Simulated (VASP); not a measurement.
## InBi (space group P4/nmm): computed properties

The numbers are results of PBEsol GGA, VASP's PBE PAW potentials (set 64) (plane waves; VASP 6.6.1), not measurements.

```json
{
  "space_group": "P4/nmm (129)",
  "cell": "a = 4.8998 Å, b = 4.8998 Å, c = 4.8397 Å, α = 90.00°, β = 90.00°, γ = 90.00°",
  "volume_per_atom": "29.05 Å³/atom",
  "band gap (over mesh and band path)": "none (metal, semimetal or under 0.01 eV)",
  "band_gap_with_spin_orbit_coupling": "none (metallic)",
  "density": "9.25 g/cm³"
}
```

```xyz
4
Lattice="4.8998 0.0000 0.0000 0.0000 4.8998 0.0000 0.0000 0.0000 4.8397" Properties=species:S:1:pos:R:3 pbc="T T T"
In     4.8998     0.0000     0.0000
In     2.4499     2.4499     4.8397
Bi     4.8998     2.4499     1.9185
Bi     2.4499     0.0000     2.9212
```

Unless said otherwise, spin-orbit coupling is left out, though it shifts the bands of the heavy elements here.

The structure comes from a measured InBi entry (P4/nmm) of the Crystallography Open Database, whose conditions weren't checked. It was relaxed first. Symmetry was kept, so distortions that lower it aren't found.
